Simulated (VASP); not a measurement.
Consider the following.

```xyz
5
Lattice="-2.0145 2.0145 5.4677 2.0145 -2.0145 5.4677 2.0145 2.0145 -5.4677" Properties=species:S:1:pos:R:3 pbc="T T T"
Eu     0.0000     0.0000     0.0000
Al     0.0000     2.0145     2.7339
Al     2.0145     0.0000     2.7339
Zn     0.0000     0.0000     6.6637
Zn     2.0145     2.0145    -1.1960
```

Calculation: PBEsol GGA, VASP's PBE PAW potentials (set 64) (plane waves; VASP 6.6.1). Run with 480 eV cut-off, 10×10×10 Γ-centred mesh, first-order Methfessel-Paxton smearing of 0.10 eV, potentials Eu_2 Al Zn.

The 4f electrons are frozen in the core of the lanthanide potential, so 4f levels, which can set the real gap, and their magnetism are missing.

**Question.** Estimate the energy per atom (σ→0), pressure, largest force, band gap (on the k-mesh) with the smallest direct gap where there is one.

**Answer.** 
| Property | Result |
|---|---|
| band gap (on the k-mesh) | none (metal, semimetal or under 0.01 eV) |
| energy per atom (σ→0) | -3.085 eV/atom |
| pressure | 50.9 kbar |
| largest force | 0.072 eV/Å |

Total energies compare only between runs with the same potentials, cut-off and functional.

The structure comes from a computed database's Al2EuZn2 entry (I4/mmm); how it stands against other phases isn't given here. This cell was strained or had an atom moved on purpose.
